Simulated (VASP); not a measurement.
Input of a VASP 6.6.1 run:

Contents of INCAR:

```
  PREC = Accurate
  ENCUT = 520
  EDIFF = 1E-7
  ISMEAR = 0
  SIGMA = 0.03
  LREAL = F
  LASPH = T
  NELM = 120
  ALGO = Normal
  ISIF = 3
  LWAVE = F
  LCHARG = F
  GGA = PE
  IBRION = 2
  NSW = 60
  EDIFFG = -0.005
  POTIM = 0.3
  KPAR = 4
```

Contents of KPOINTS:

```
Automatic mesh
0
Gamma
  4 4 4
```

POSCAR

```
ZnCd3Se3S                               
1.0
    4.2626528824      2.4610437906      3.4633300813
   -4.2626528824      2.4610437906      3.4633300813
   -0.0000000000     -4.9220875812      3.4633300813
  Zn              Cd              Se              S             
     1     3     3     1
Direct
     0.9918044382167063    0.9918044382167063    0.9918044382167063
     0.5064304083857771    0.9962015731298774    0.5064304083857769
     0.9962015731298774    0.5064304083857771    0.5064304083857769
     0.5064304083857769    0.5064304083857769    0.9962015731298774
     0.2372304472578119    0.7625003581984825    0.2372304472578125
     0.7625003581984825    0.2372304472578119    0.2372304472578125
     0.2372304472578125    0.2372304472578125    0.7625003581984818
     0.7616914691677648    0.7616914691677648    0.7616914691677648
```

Potentials or basis: VASP PAW PBE potentials, release 64 (Zn, Cd, Se, S).

Launch:

```console
$ cat potpaw_PBE.64/Zn/POTCAR potpaw_PBE.64/Cd/POTCAR potpaw_PBE.64/Se/POTCAR potpaw_PBE.64/S/POTCAR > POTCAR
$ mpirun -np 4 vasp_std > vasp.out
```

**Question.** Estimate the band gap on the k mesh.

**Answer.** 0.69 eV, direct.

Final structure:
```
Zn Cd Se S
1.0
     4.26265    2.46104    3.46333
    -4.26265    2.46104    3.46333
     0.00000   -4.92209    3.46333
Zn Cd Se S
1 3 3 1
Direct
  0.99180 0.99180 0.99180
  0.50643 0.99620 0.50643
  0.99620 0.50643 0.50643
  0.50643 0.50643 0.99620
  0.23723 0.76250 0.23723
  0.76250 0.23723 0.23723
  0.23723 0.23723 0.76250
  0.76169 0.76169 0.76169
```

Caveat: the relaxation stopped at its first step, so nothing moved. PBE gaps usually lie below the measured ones, often by a third to a half.
